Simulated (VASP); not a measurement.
# A VASP study of CdF2 (r2SCAN): structure first, properties next, part 2 of 4

Aim: relax CdF2, then compute properties on the relaxed cell. The start is a cell from a database of measured crystal structures.

VASP 6.6.1; r2SCAN; plane waves and PAW (Cd, F).

So far, gap on the k-mesh (eV): step 2 (full relaxation (r2SCAN)) 3.78. The relaxed cell has a = 5.403 Å (conventional setting).

### 3. Density, ELF and potential (r2SCAN)

The relaxed cell gets a fresh self-consistent run, on a basis set for its own volume, to fix the density and to check the remaining stress.

INCAR reads:

```
SYSTEM = CdF2
PREC = Accurate
ENCUT = 520
EDIFF = 1E-06
NELM = 100
ISMEAR = 0
SIGMA = 0.05
LREAL = .FALSE.
ALGO = Normal
METAGGA = R2SCAN
LASPH = .TRUE.
NBANDS = 19
LORBIT = 11
LWAVE = .FALSE.
LCHARG = .TRUE.
ISIF = 2
LELF = .TRUE.
LVHAR = .TRUE.
```

POSCAR reads:

```
CdF2
1.0
    0.0000000000      2.7016506715      2.7016506715
    2.7016506715      0.0000000000      2.7016506715
    2.7016506715      2.7016506715      0.0000000000
Cd F
1 2
Direct
    0.0000000000      0.0000000000      0.0000000000
    0.2500000000      0.2500000000      0.2500000000
    0.7500000000      0.7500000000      0.7500000000
```

KPOINTS reads:

```
Automatic mesh
0
Gamma
7 7 7
0 0 0
```

Potentials, in the order of the species: Cd and F (PBE family, release 64).

Run with:

```console
> mpirun -np 2 vasp_std
```

Log:

```text
[banner, memory and clock lines left out]
running    2 mpi-ranks, on    1 nodes
 distrk:  each k-point on    2 cores,    1 groups
 distr:  one band on    1 cores,    2 groups

 POSCAR found type information on POSCAR CdF
 POSCAR found :  2 types and       3 ions
 [... a notice as in an earlier step ...]

 LDA part: xc-table for (None), standard interpolation
|                                                                             |
|           W    W    AA    RRRRR   N    N  II  N    N   GGGG   !!!           |
|           W    W   A  A   R    R  NN   N  II  NN   N  G    G  !!!           |
|           W    W  A    A  R    R  N N  N  II  N N  N  G       !!!           |
|           W WW W  AAAAAA  RRRRR   N  N N  II  N  N N  G  GGG   !            |
|           WW  WW  A    A  R   R   N   NN  II  N   NN  G    G                |
|           W    W  A    A  R    R  N    N  II  N    N   GGGG   !!!           |
|                                                                             |
|     The number of bands has been changed from the values supplied in        |
|     The orbitals not found in the WAVECAR file will be initialized with     |
|     random numbers, which is usually adequate. For correlated               |
|     calculations, however, you should redo the groundstate calculation.     |
|     I found NBANDS = 19. Now, NBANDS = 20.                                  |
|                                                                             |

 POSCAR, INCAR and KPOINTS ok, starting setup
 FFT: planning ... GRIDC
 FFT: planning ... GRID_SOFT
 FFT: planning ... GRID
 WAVECAR not read
 entering main loop
       N       E                     dE             d eps       ncg     rms          rms(c)
DAV:   1     0.165050894958E+03    0.16505E+03   -0.15739E+04   832   0.134E+03
DAV:   2    -0.349112745155E+02   -0.19996E+03   -0.19235E+03   864   0.344E+02
DAV:   3    -0.431280746362E+02   -0.82168E+01   -0.81893E+01   924   0.771E+01
DAV:   4    -0.431614045451E+02   -0.33330E-01   -0.33327E-01   864   0.498E+00
DAV:   5    -0.431615114426E+02   -0.10690E-03   -0.10690E-03   928   0.269E-01    0.855E+00
DAV:   6    -0.336753258213E+02    0.94862E+01   -0.38673E+00   844   0.424E+01    0.936E+00
DAV:   7    -0.336951887345E+02   -0.19863E-01   -0.14080E+00   832   0.103E+01    0.497E+00
DAV:   8    -0.337262355357E+02   -0.31047E-01   -0.16309E-01   880   0.555E+00    0.170E+00
DAV:   9    -0.337199474835E+02    0.62881E-02   -0.62121E-02   808   0.252E+00    0.245E-01
DAV:  10    -0.337211396078E+02   -0.11921E-02   -0.73834E-03   880   0.792E-01    0.296E-01
DAV:  11    -0.337211052227E+02    0.34385E-04   -0.24455E-03   820   0.457E-01    0.138E-01
DAV:  12    -0.337210464671E+02    0.58756E-04   -0.13188E-04   864   0.194E-01    0.393E-02
DAV:  13    -0.337210321807E+02    0.14286E-04   -0.26051E-05   876   0.551E-02    0.192E-02
DAV:  14    -0.337210278387E+02    0.43419E-05   -0.45449E-05   868   0.619E-02    0.158E-02
DAV:  15    -0.337210265045E+02    0.13342E-05   -0.14776E-06   604   0.109E-02    0.736E-03
DAV:  16    -0.337210261376E+02    0.36690E-06   -0.11707E-06   448   0.978E-03
   1 F= -.33721026E+02 E0= -.33721026E+02  d E =-.960964E-17
```

Run time: 28 s. Hardware: 2 MPI ranks of AMD EPYC 9R45, shared host; peak memory 0.24 GiB.

Parts of OUTCAR (step 3):

```text
  LATTYP: Found a face centered cubic cell.
 ALAT       =     5.4033013430

The static configuration has the point symmetry O_h .

 Found     20 irreducible k-points:

   k-points           NKPTS =     20   k-points in BZ     NKDIM =     20   number of bands    NBANDS=     20

   ENCUT  =  520.0 eV  38.22 Ry    6.18 a.u.   7.10  7.10  7.10*2*pi/ulx,y,z

   NELECT =      26.0000    total number of electrons

 E-fermi :  -1.7018

 k-point     1 :       0.0000    0.0000    0.0000
  band No.  band energies     occupation
    ...
      9      -2.8980      2.00000
     10      -2.8980      2.00000
     11      -2.4456      2.00000
     12      -2.4456      2.00000
     13      -2.4456      2.00000
     14       1.7884      0.00000
     15      11.6355      0.00000
     16      11.6355      0.00000
     17      11.6355      0.00000
     18      15.9094      0.00000
    ...

 k-point     2 :       0.1429    0.0000    0.0000
  band No.  band energies     occupation
    ...
      9      -3.0346      2.00000
     10      -3.0346      2.00000
     11      -2.5858      2.00000
     12      -2.4271      2.00000
     13      -2.4271      2.00000
     14       2.5011      0.00000
     15      10.6266      0.00000
     16      11.9468      0.00000
     17      11.9468      0.00000
     18      17.2968      0.00000
    ...

  Total        0.0037409      0.0037409      0.0037409     -0.0000000      0.0000000      0.0000000
  in kB        0.1519720      0.1519720      0.1519720     -0.0000000      0.0000000      0.0000000
  external PRESSURE =       0.1519720 kB  Pullay stress =       0.0000000 kB

  energy-cutoff  :      520.00
  volume of cell :       39.44
      direct lattice vectors                 reciprocal lattice vectors
     0.000000000  2.701650671  2.701650671    -0.185072040  0.185072040  0.185072040
     2.701650671  0.000000000  2.701650671     0.185072040 -0.185072040  0.185072040
     2.701650671  2.701650671  0.000000000     0.185072040  0.185072040 -0.185072040

 POSITION                                       TOTAL-FORCE (eV/Angst)
 -----------------------------------------------------------------------------------
      0.00000      0.00000      0.00000         0.000000      0.000000      0.000000
      1.35083      1.35083      1.35083         0.000000      0.000000      0.000000
      4.05248      4.05248      4.05248        -0.000000     -0.000000     -0.000000
 -----------------------------------------------------------------------------------
    total drift:                                0.000000      0.000000      0.000000

  FREE ENERGIE OF THE ION-ELECTRON SYSTEM (eV)
  ---------------------------------------------------
  free  energy   TOTEN  =       -33.7210261376 eV

  energy  without entropy=      -33.7210261376  energy(sigma->0) =      -33.72102614

 total charge
# of ion       s       p       d       tot
------------------------------------------
    1        0.206   0.179   9.704  10.089
    2        1.742   4.371   0.000   6.114
    3        1.742   4.371   0.000   6.114
--------------------------------------------------
tot          3.691   8.922   9.704  22.317

[... 3 parts as in an earlier step ...]

[... 6 further parts left out ...]
```

Numbers from this step:

```
SCF cycles   : 16
bands        : 20
Fermi energy : -1.702 eV
pressure     : 0.01520 GPa
```

Valence electrons inside each PAW sphere by angular momentum. Sphere charges, by row:

```
atom  s (e)  p (e)  d (e)  tot (e)
 Cd1  0.206  0.179  9.704    10.09
  F2  1.742  4.371      0    6.114
  F3  1.742  4.371      0    6.114
```

Electrostatic potential energy in the ac plane of a cell with a along [110], b along [-110] and c along [001] of the cube at fractional y = 0.000, with atoms of Cd and F within 0.2 Å of it. With pseudopotentials it is smooth inside the atoms' cores, unlike the true potential.

Ten even steps from '_' (-50 eV) to '@' (7 eV), each cell a mean:
```
######%%@@@@@@%%##########%%@@@@@@@@%%####
####%%@@%%##%%@@%%########%%@@%%%%@@%%####
%%%%@@%%--__--%%@@%%%%%%%%@@**....##@@%%%%
@@@@@@%%..__::%%@@@@@@@@@@@@++____++@@@@@@
@@@@@@@@**--**@@@@@@@@@@@@@@%%====%%@@@@@@
@@@@@@@@@@@@@@@@@@@@@@@@@@@@@@@@@@@@@@@@@@
@@@@@@@@@@@@@@@@@@@@@@@@@@@@@@@@@@@@@@@@@@
@@@@@@@@@@@@@@@@@@@@@@@@@@@@@@@@@@@@@@@@@@
@@@@@@@@@@##@@@@@@@@@@@@@@@@@@%%%%@@@@@@@@
@@@@@@@@--__==@@@@@@@@@@@@@@**....##@@@@@@
@@@@@@%%..__::%%@@@@@@@@@@@@++____++@@@@@@
####%%@@**--**@@%%######%%@@%%====%%@@%%##
######@@@@@@@@@@##########%%@@@@@@@@%%####
######%%@@@@@@%%##########%%@@@@@@@@%%####
```
Columns run along a (7.6 Å; values clipped at the 3rd and 97th percentile), rows up along c (5.4 Å), edges of the conventional cell, whose origin can differ from the input's. Atoms in or near the plane, at fractional coordinates: Cd at (0.00, 0.00), Cd at (0.50, 0.00), F at (0.25, 0.25), F at (0.75, 0.25), F at (0.25, 0.75), F at (0.75, 0.75).

Valence density in the ac plane of a cell with a along [110], b along [-110] and c along [001] of the cube at fractional y = 0.000, with atoms of Cd and F within 0.2 Å of it. It is the smooth field of the valence electrons, not physical close to the nuclei.

Ten even steps from '0' (0 e/Å³) to '9' (12 e/Å³), each cell a mean:
```
530000000354100000014
210001000121000110001
000036300000001551000
000059500000002882000
000023100000001330000
000000000000000000000
000000000000000000000
000000000000000000000
000001000000000110000
000036300000001551000
000059500000002882000
000023100000001331000
320000000232100000013
731000001475200000026
```
Columns run along a (7.6 Å), rows up along c (5.4 Å), edges of the conventional cell, whose origin can differ from the input's. Atoms in or near the plane, at fractional coordinates: Cd at (0.00, 0.00), Cd at (0.50, 0.00), F at (0.25, 0.25), F at (0.75, 0.25), F at (0.25, 0.75), F at (0.75, 0.75).

ELF in the ac plane of a cell with a along [110], b along [-110] and c along [001] of the cube at fractional y = 0.000, with atoms of Cd and F within 0.2 Å of it. It is the smooth field of the valence electrons, not physical close to the nuclei.

Ten even steps from '_' (0.00) to '@' (0.79), each cell a mean:
```
__..::..::--::..::..____::....::::......__
..::..--%%@@##--..::..::::..**@@%%++::::::
::....##@@@@@@##::..::....==@@@@@@@@==....
____--@@@@##@@%%--______..**@@%%%%@@**..__
____--##@@@@@@##::______..++@@@@@@@@++..__
____..--**##**--..________::++****++::____
________....__________________....________
______..::--::..____________::----::______
____::++%%@@%%++::________--##@@@@##--____
____--%%@@@@@@%%--______..**@@@@@@@@**..__
..__--%%@@##@@%%::__..__..**@@%%%%@@++..__
::::..++@@@@@@++..::::::..--%%@@@@%%::..::
__..::::++##++..::..__..::..--****--..::..
____::..__..__..::______....__....__::..__
```
Columns run along a (7.6 Å), rows up along c (5.4 Å), edges of the conventional cell, whose origin can differ from the input's. Atoms in or near the plane, at fractional coordinates: Cd at (0.00, 0.00), Cd at (0.50, 0.00), F at (0.25, 0.25), F at (0.75, 0.25), F at (0.25, 0.75), F at (0.75, 0.75).

In this run the pressure is 0.02 GPa, small enough to go on.

### 4. Bands along the symmetry lines (r2SCAN)

The mesh alone shows little of the dispersion and can miss band extrema, so KPOINTS_OPT adds a path through the symmetry points after the self-consistent cycle.

INCAR reads:

```
SYSTEM = CdF2
PREC = Accurate
ENCUT = 520
EDIFF = 1E-06
NELM = 100
ISMEAR = 0
SIGMA = 0.05
LREAL = .FALSE.
ALGO = Normal
METAGGA = R2SCAN
LASPH = .TRUE.
NBANDS = 26
LORBIT = 11
LWAVE = .FALSE.
LCHARG = .FALSE.
KPAR = 2
```

POSCAR is that of step 3.

KPOINTS is that of step 3.

KPOINTS_OPT reads:

```
Line mode
16
Line-mode
Reciprocal
  0.00000000   0.00000000   0.00000000 GAMMA
  0.50000000   0.00000000   0.50000000 X

  0.50000000   0.00000000   0.50000000 X
  0.50000000   0.25000000   0.75000000 W

  0.50000000   0.25000000   0.75000000 W
  0.37500000   0.37500000   0.75000000 K

  0.37500000   0.37500000   0.75000000 K
  0.00000000   0.00000000   0.00000000 GAMMA

  0.00000000   0.00000000   0.00000000 GAMMA
  0.50000000   0.50000000   0.50000000 L

  0.50000000   0.50000000   0.50000000 L
  0.62500000   0.25000000   0.62500000 U

  0.62500000   0.25000000   0.62500000 U
  0.50000000   0.25000000   0.75000000 W

  0.50000000   0.25000000   0.75000000 W
  0.50000000   0.50000000   0.50000000 L

  0.50000000   0.50000000   0.50000000 L
  0.37500000   0.37500000   0.75000000 K

  0.62500000   0.25000000   0.62500000 U
  0.50000000   0.00000000   0.50000000 X
```

Run with:

```console
> mpirun -np 2 vasp_std
```

Log:

```text
[banner, memory and clock lines left out]
running    2 mpi-ranks, on    1 nodes
 distrk:  each k-point on    1 cores,    2 groups
 distr:  one band on    1 cores,    1 groups

 POSCAR found type information on POSCAR CdF
 POSCAR found :  2 types and       3 ions
 [... a notice as in an earlier step ...]

 LDA part: xc-table for (None), standard interpolation
 POSCAR, INCAR and KPOINTS ok, starting setup
 FFT: planning ... GRIDC
 FFT: planning ... GRID_SOFT
 FFT: planning ... GRID
 WAVECAR not read
 entering main loop
       N       E                     dE             d eps       ncg     rms          rms(c)
DAV:   1     0.169954580670E+03    0.16995E+03   -0.15022E+04  1064   0.103E+03
DAV:   2    -0.348942776126E+02   -0.20485E+03   -0.19411E+03  1244   0.297E+02
DAV:   3    -0.431304013765E+02   -0.82361E+01   -0.82073E+01  1166   0.625E+01
DAV:   4    -0.431614137411E+02   -0.31012E-01   -0.31011E-01  1126   0.405E+00
DAV:   5    -0.431615114992E+02   -0.97758E-04   -0.97758E-04  1154   0.204E-01    0.855E+00
DAV:   6    -0.336724365308E+02    0.94891E+01   -0.23522E+00  1096   0.326E+01    0.958E+00
DAV:   7    -0.336953728847E+02   -0.22936E-01   -0.13482E+00  1072   0.791E+00    0.492E+00
DAV:   8    -0.337250816033E+02   -0.29709E-01   -0.12464E-01  1074   0.408E+00    0.173E+00
DAV:   9    -0.337198820348E+02    0.51996E-02   -0.46078E-02  1062   0.188E+00    0.216E-01
DAV:  10    -0.337211181634E+02   -0.12361E-02   -0.64873E-03  1096   0.594E-01    0.310E-01
DAV:  11    -0.337210930809E+02    0.25082E-04   -0.17791E-03  1086   0.335E-01    0.129E-01
DAV:  12    -0.337210534911E+02    0.39590E-04   -0.99884E-05  1094   0.148E-01    0.486E-02
DAV:  13    -0.337210321838E+02    0.21307E-04   -0.29301E-05  1226   0.506E-02    0.187E-02
DAV:  14    -0.337210274949E+02    0.46889E-05   -0.31318E-05  1092   0.438E-02    0.125E-02
DAV:  15    -0.337210264292E+02    0.10657E-05   -0.87330E-07   714   0.679E-03    0.660E-03
DAV:  16    -0.337210261433E+02    0.28585E-06   -0.64730E-07   546   0.613E-03
   1 F= -.33721026E+02 E0= -.33721026E+02  d E =-.218476E-12
 Start KPOINTS_OPT (optional k-point list driver)
k-point batch [1-20\160]
       N       E                     dE             ncg
DAV:   1     0.230646013151E+03   -0.11768E+05     1096
DAV:   2    -0.381653160444E+04   -0.40472E+04     1198
DAV:   3    -0.398117603194E+04   -0.16464E+03     1172
DAV:   4    -0.398180592626E+04   -0.62989E+00     1128
DAV:   5    -0.398180794275E+04   -0.20165E-02     1152
DAV:   6    -0.398180795314E+04   -0.10391E-04     1136
DAV:   7    -0.398180795321E+04   -0.65639E-07      860
[...]
k-point batch [141-160\160]
       N       E                     dE             ncg
DAV:   1     0.235158338152E+03   -0.20065E+05     1096
DAV:   2    -0.385825936079E+04   -0.40934E+04     1158
DAV:   3    -0.402062978529E+04   -0.16237E+03     1260
DAV:   4    -0.402121551491E+04   -0.58573E+00     1296
DAV:   5    -0.402121728879E+04   -0.17739E-02     1330
DAV:   6    -0.402121729771E+04   -0.89162E-05     1254
DAV:   7    -0.402121729776E+04   -0.54899E-07     1000
```

The job ended after 1.9 min (2 MPI ranks; peak memory 0.32 GiB; 3.7 min of CPU time).

From OUTCAR (step 4):

```text
The static configuration has the point symmetry O_h .

 Found     20 irreducible k-points:

   k-points           NKPTS =     20   k-points in BZ     NKDIM =     20   number of bands    NBANDS=     26

   NELECT =      26.0000    total number of electrons

 E-fermi :  -1.7489

 k-point     3 :       0.2857    0.0000    0.0000
  band No.  band energies     occupation
    ...
      9      -3.3773      2.00000
     10      -3.3773      2.00000
     11      -3.2302      2.00000
     12      -2.3809      2.00000
     13      -2.3809      2.00000
     14       4.0694      0.00000
     15       9.1979      0.00000
     16      12.7224      0.00000
     17      12.7224      0.00000
     18      17.5481      0.00000
    ...

 k-point     6 :       0.2857    0.1429    0.0000
  band No.  band energies     occupation
    ...
      9      -3.5691      2.00000
     10      -3.5364      2.00000
     11      -2.5892      2.00000
     12      -2.4273      2.00000
     13      -2.3103      2.00000
     14       3.8809      0.00000
     15       9.4786      0.00000
     16      12.4318      0.00000
     17      12.5111      0.00000
     18      15.6227      0.00000
    ...

  Total        0.0023761      0.0023761      0.0023761      0.0000000      0.0000000     -0.0000000
  in kB        0.0965276      0.0965276      0.0965276      0.0000000      0.0000000     -0.0000000
  external PRESSURE =       0.0965276 kB  Pullay stress =       0.0000000 kB

  FREE ENERGIE OF THE ION-ELECTRON SYSTEM (eV)
  ---------------------------------------------------
  free  energy   TOTEN  =       -33.7210261433 eV

  energy  without entropy=      -33.7210261433  energy(sigma->0) =      -33.72102614

[... 13 parts as in an earlier step ...]

[... 1 further part left out ...]
```

Spin-orbit coupling is off here; it would split degenerate levels.

Numbers from this step:

```yaml
bands: 26
fermi_energy: -1.749 eV
pressure: 0.009653 GPa
least_gap_on_mesh_and_path: 3.720 eV
least_direct_gap_on_mesh_and_path: 4.234 eV
valence_top_at_k: 0.5, 0.25, 0.75
```

The electronic bands at the labelled points (eV, zero at the valence-band top; v1 is the highest filled band, c1 the lowest empty one):

```
          point     v4     v3     v2     v1    c1     c2
              Γ  -0.97  -0.51  -0.51  -0.51  3.72  13.57
0.47 of the way  -1.73  -0.51  -0.34  -0.34  5.72  11.46
              X  -2.93  -0.50  -0.09  -0.09  8.80  10.50
0.47 of the way  -2.52  -0.54  -0.48  -0.05  8.83  11.02
              W  -1.51  -1.51  -0.59   0.00  8.87  11.84
0.53 of the way  -2.04  -1.05  -0.51  -0.07  8.80  11.62
              K  -2.30  -0.94  -0.34  -0.20  8.75  11.55
0.47 of the way  -1.47  -1.21  -0.44  -0.40  6.48  11.17
              Γ  -0.97  -0.51  -0.51  -0.51  3.72  13.57
0.47 of the way  -1.31  -1.02  -0.47  -0.47  5.38  11.63
              L  -1.82  -1.82  -0.41  -0.41  7.92   9.67
0.53 of the way  -2.08  -1.40  -0.40  -0.32  8.26  10.26
              U  -2.30  -0.94  -0.34  -0.20  8.75  11.55
0.53 of the way  -1.98  -1.09  -0.53  -0.05  8.81  11.65
              W  -1.51  -1.51  -0.59   0.00  8.87  11.84
0.53 of the way  -1.86  -1.48  -0.46  -0.27  8.27  10.27
              L  -1.82  -1.82  -0.41  -0.41  7.92   9.67
0.53 of the way  -2.08  -1.40  -0.40  -0.32  8.26  10.26
              K  -2.30  -0.94  -0.34  -0.20  8.75  11.55
      jump to U  -2.30  -0.94  -0.34  -0.20  8.75  11.55
0.53 of the way  -2.69  -0.54  -0.22  -0.12  8.81  10.76
              X  -2.93  -0.50  -0.09  -0.09  8.80  10.50
```

Of the projections kept (Cd, F), the largest for each band there; the rest of the weight can lie on other orbitals:

```
point      v4      v3      v2      v1       c1       c2
    Γ  F 0.98  F 0.65  F 0.65  F 0.65  Cd 0.77  Cd 0.99
    X  F 0.94  F 1.00  F 0.87  F 0.87  Cd 0.72  Cd 0.75
    W  F 0.82  F 0.82  F 1.00  F 0.87  Cd 0.69   F 0.70
    K  F 0.66  F 0.95  F 0.93  F 0.84  Cd 0.69   F 0.67
    Γ  F 0.98  F 0.65  F 0.65  F 0.65  Cd 0.77  Cd 0.99
    L  F 0.96  F 0.96  F 0.73  F 0.73  Cd 0.63   F 0.63
```

The path lowers the gap by 0.06 eV against the mesh alone, so a band edge lies off the mesh.

[end of part 2 of 4]

[Lines on the potential files, build, host, timing and source positions are cut from VASP's logs without a mark.]

[Logs are printed without paths, hosts, clocks, repeated set-up lines and the standing remarks that a program may print on its own settings, such as how far it seeks lower states.]

[Hosts, paths, dates, database ids (printed as entryN), source tags and the programs' standing remarks are cut or masked in the printed files.]

[A measured line is paired with the nearest computed mode of its activity, which favours agreement.]
